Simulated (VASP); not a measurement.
An input for Ansatz (written as the equivalent of a VASP run, and not itself run):

Ansatz 0.2 input:
```yaml
crystal:
  lattice:
    - [0.0000000, 2.8172648, 2.8172648]
    - [2.8172648, 0.0000000, 2.8172648]
    - [2.8172648, 2.8172648, 0.0000000]
  atoms:
    - { symbol: Zn, position: [0.0000000, 0.0000000, 0.0000000] }
    - { symbol: Se, position: [0.2500000, 0.2500000, 0.2500000] }
kpoints:
  mp_grid: { grid: [8, 8, 8] }
hamiltonian:
  xc: pbesol
  pseudopotentials: { kind: paw }
scf:
  occupations: { method: gaussian, width: 0.05 }
  max_iter: 100
relax:
  max_steps: 40
  f_tol: 0.02
  cell: {}
output: { forces: true, stress: true, eigenvalues: true }
```

Question: Translate this input to VASP (INCAR, KPOINTS, POSCAR, choice of POTCAR).

Answer: Several could match; the one computed here: 
File POSCAR:
```
ZnSe
1
   -0.0000000000     2.8172648088     2.8172648088
    2.8172648088     0.0000000000     2.8172648088
    2.8172648088     2.8172648088     0.0000000000
Zn Se
1 1
Direct
  0.0000000000   0.0000000000   0.0000000000
  0.2500000000   0.2500000000   0.2500000000
```

KPOINTS:
```
Automatic mesh
0
Gamma
8 8 8
0 0 0
```

INCAR:
```
ALGO  =  Normal   # blocked Davidson
LCHARG  =  .FALSE.
GGA  =  PS   # PBEsol
EDIFFG  =  -0.02
SYSTEM  =  ZnSe
LREAL  =  .FALSE.
ENCUT  =  500   # plane-wave cut-off (eV)
ISMEAR  =  0   # Gaussian
NSW  =  40
SIGMA  =  0.05   # width (eV)
LMAXMIX  =  4   # l cut-off of mixed one-centre charges
EDIFF  =  1E-6
LWAVE  =  .FALSE.
NELM  =  100
LASPH  =  .TRUE.   # aspherical one-centre terms
ISIF  =  3   # ions, shape and volume
IBRION  =  2   # conjugate gradients
PREC  =  Accurate
```

POTCAR, in this order: Zn Se (PBE.64 set). Program: vasp_std.

The two are equivalent in intent, not identical: each code has its own PAW files, so the cut-off isn't converted (ENCUT is set for VASP's; basis.ecutwfc is left out, and Ansatz then takes the one that its files recommend); Ansatz stops its SCF on the density residual and VASP on the energy change (EDIFF).

The compound is ZnSe in the zinc blende structure. This run relaxes it. Symmetry was kept, so distortions that lower it aren't found.
